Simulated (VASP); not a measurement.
VASP input:

**INCAR**
```
ALGO=Normal
EDIFF=1E-6
EDIFFG=-0.02
ENCUT=500
GGA=PE
IBRION=2
ISIF=3
ISMEAR=0
LASPH=.True.
LCHARG=.False.
LMAXMIX=4
LREAL=.False.
LWAVE=.False.
NELM=100
NSW=40
PREC=Accurate
PSTRESS=50
SIGMA=0.05
SYSTEM=Mg3Sb2
```

File POSCAR:
```
Mg3Sb2
1
    2.2983918029    -3.9809315411     0.0000000000
    2.2983918029     3.9809315411     0.0000000000
    0.0000000000     0.0000000000     7.2717475603
Mg Sb
3 2
Direct
  0.0000000000   0.0000000000   0.0000000000
  0.3333330000   0.6666670000   0.6325190223
  0.6666670000   0.3333330000   0.3674809777
  0.3333330000   0.6666670000   0.2253756094
  0.6666670000   0.3333330000   0.7746243906
```

**KPOINTS**
```
Automatic mesh
0
Gamma
6 6 3
0 0 0
```

POTCAR, in this order: Mg Sb (PBE.64 set). Program: vasp_std.

Problem. Translate this PBE calculation to Ansatz.

Solution. One equivalent input (not run):
Ansatz 0.2 input:
```yaml
crystal:
  lattice:
    - [2.2983918, -3.9809315, 0.0000000]
    - [2.2983918, 3.9809315, 0.0000000]
    - [0.0000000, 0.0000000, 7.2717476]
  atoms:
    - { symbol: Mg, position: [0.0000000, 0.0000000, 0.0000000] }
    - { symbol: Mg, position: [0.3333330, 0.6666670, 0.6325190] }
    - { symbol: Mg, position: [0.6666670, 0.3333330, 0.3674810] }
    - { symbol: Sb, position: [0.3333330, 0.6666670, 0.2253756] }
    - { symbol: Sb, position: [0.6666670, 0.3333330, 0.7746244] }
kpoints:
  mp_grid: { grid: [6, 6, 3] }
hamiltonian:
  xc: pbe
  pseudopotentials: { kind: paw }
scf:
  occupations: { method: gaussian, width: 0.05 }
  max_iter: 100
relax:
  max_steps: 40
  f_tol: 0.02
  cell: { p_target: 5 }
output: { forces: true, stress: true, eigenvalues: true }
```
What does not carry over: each code has its own PAW files, so the cut-off isn't converted (ENCUT is set for VASP's; basis.ecutwfc is left out, and Ansatz then takes the one that its files recommend); Ansatz stops its SCF on the density residual and VASP on the energy change (EDIFF).

The compound is Mg3Sb2 in the a-la2o3 structure. This run relaxes it under an external pressure of 5 GPa. Symmetry was kept, so distortions that lower it aren't found.
